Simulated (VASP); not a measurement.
Set up this calculation in VASP 6.6.1, as the native input.

- Task: relaxation of cell and atoms
- Functional: PBEsol
- Dispersion: D3
- Potentials or basis: VASP PAW PBE potentials, release 64 (Sb, C)
- Cutoff: 600 eV
- k mesh: 9 × 9 × 9
- Occupations: fermi-dirac, width 0.05 eV
- Spin: no spin polarisation
- Further INCAR settings: ALGO = Normal; EDIFF = 1e-06; IBRION = 2; EDIFFG = -0.01; NSW = 40; ISIF = 3

The structure of SbC lies in POSCAR:

```
SbC
1.0
    3.1146800000      0.0000000000      0.0000000000
    0.0000000000      3.1146800000      0.0000000000
    0.0000000000      0.0000000000      3.1146800000
Sb C
1 1
Direct
    0.5000000000      0.5000000000      0.5000000000
    0.0000000000      0.0000000000      0.0000000000
```

The cell was built by a generator and needn't be a form met in nature.

The input as run:

INCAR

```
SYSTEM = SbC
PREC     = Accurate       ! precision mode
ENCUT    = 600            ! plane-wave cutoff, eV
EDIFF    = 1E-6           ! SCF threshold, eV
ISMEAR   = -1             ! smearing method
SIGMA    = 0.05           ! smearing width, eV
LREAL    = .False.        ! projectors in reciprocal space
LASPH    = .True.         ! aspherical terms in the spheres
NELM     = 80             ! most SCF steps
ALGO     = Normal         ! electronic algorithm
ISIF     = 3              ! what is computed and relaxed
LWAVE    = .False.        ! write WAVECAR
LCHARG   = .False.        ! write CHGCAR
GGA      = PS             ! functional
IVDW     = 11             ! dispersion correction
IBRION   = 2              ! ionic algorithm
NSW      = 40             ! ionic steps
EDIFFG   = -0.01          ! ionic threshold
```

KPOINTS

```
Automatic mesh
0
Gamma
  9 9 9
  0 0 0
```

Potentials or basis: VASP PAW PBE potentials, release 64 (Sb, C).

Launch:

```sh
$ cat potpaw_PBE.64/Sb/POTCAR potpaw_PBE.64/C/POTCAR > POTCAR
$ mpirun -np 1 vasp_std > vasp.out
```

Results of the run:

```json
{
 "Relaxed volume": "14.17 Å³/atom",
 "Relaxed cell": "a = 3.049 Å, b = 3.049 Å, c = 3.049 Å, α = 90.00°, β = 90.00°, γ = 90.00°",
 "Space group after relaxing (to 0.05 Å)": "Pm-3m (No. 221)",
 "Energy gained by relaxing": "20.2 meV/atom",
 "Ionic steps": "4",
 "Pressure after relaxing": "0.0 GPa",
 "Dispersion energy per atom": "-0.166 eV"
}
```

Caveat: the PAW data sets were made with another functional, which shifts forces and pressure a little.

It took 19 s on 1 thread of Intel(R) Xeon(R) Platinum 8375C CPU @ 2.90GHz (Ice Lake) (shared host), peak memory 0.18 GiB.
